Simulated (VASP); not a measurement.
An input for Ansatz (written as the equivalent of a VASP run, and not itself run):

Ansatz 0.2 input:
```yaml
crystal:
  lattice:
    - [1.2235968, -2.1193310, 0.0000000]
    - [1.2235968, 2.1193310, 0.0000000]
    - [0.0000000, 0.0000000, 6.0918673]
  atoms:
    - { symbol: C, position: [0.0000000, 0.0000000, 0.2500000] }
    - { symbol: C, position: [0.0000000, 0.0000000, 0.7500000] }
    - { symbol: C, position: [0.3333330, 0.6666670, 0.2500000] }
    - { symbol: C, position: [0.6666670, 0.3333330, 0.7500000] }
kpoints:
  mp_grid: { grid: [10, 10, 4] }
hamiltonian:
  xc: pbe
  pseudopotentials: { kind: paw }
scf:
  occupations: { method: gaussian, width: 0.05 }
  max_iter: 100
relax:
  max_steps: 40
  f_tol: 0.02
  cell: { p_target: 20 }
output: { forces: true, stress: true, eigenvalues: true }
```

### Question
Translate this input to VASP (INCAR, KPOINTS, POSCAR, choice of POTCAR).

### Answer
Several could match; the one computed here: 
### INCAR
```
LREAL  =  F   ! projection in real space or not
ALGO  =  Normal   ! blocked Davidson
ISIF  =  3   ! ions, shape and volume
NELM  =  100
ISMEAR  =  0
NSW  =  40   ! most ionic steps
SYSTEM  =  C
EDIFF  =  1E-6   ! SCF stop (eV)
GGA  =  PE   ! PBE
LWAVE  =  F
PREC  =  Accurate
ENCUT  =  620
LASPH  =  T
SIGMA  =  0.05   ! width (eV)
IBRION  =  2   ! conjugate gradients
EDIFFG  =  -0.02   ! ionic stop
LCHARG  =  F
PSTRESS  =  200
```

File KPOINTS:
```
Automatic mesh
0
Gamma
10 10 4
0 0 0
```

POSCAR:
```
C
1
    1.2235967989    -2.1193309664     0.0000000000
    1.2235967989     2.1193309664     0.0000000000
    0.0000000000     0.0000000000     6.0918673183
C
4
Direct
  0.0000000000   0.0000000000   0.2500000000
  0.0000000000   0.0000000000   0.7500000000
  0.3333330000   0.6666670000   0.2500000000
  0.6666670000   0.3333330000   0.7500000000
```

POTCAR, in this order: C (PBE.64 set). Program: vasp_std.

What does not carry over: each code has its own PAW files, so the cut-off isn't converted (ENCUT is set for VASP's; basis.ecutwfc is left out, and Ansatz then takes the one that its files recommend); Ansatz stops its SCF on the density residual and VASP on the energy change (EDIFF).

The compound is C in the graphite structure. This run relaxes it under an external pressure of 20 GPa. Symmetry was kept, so distortions that lower it aren't found.
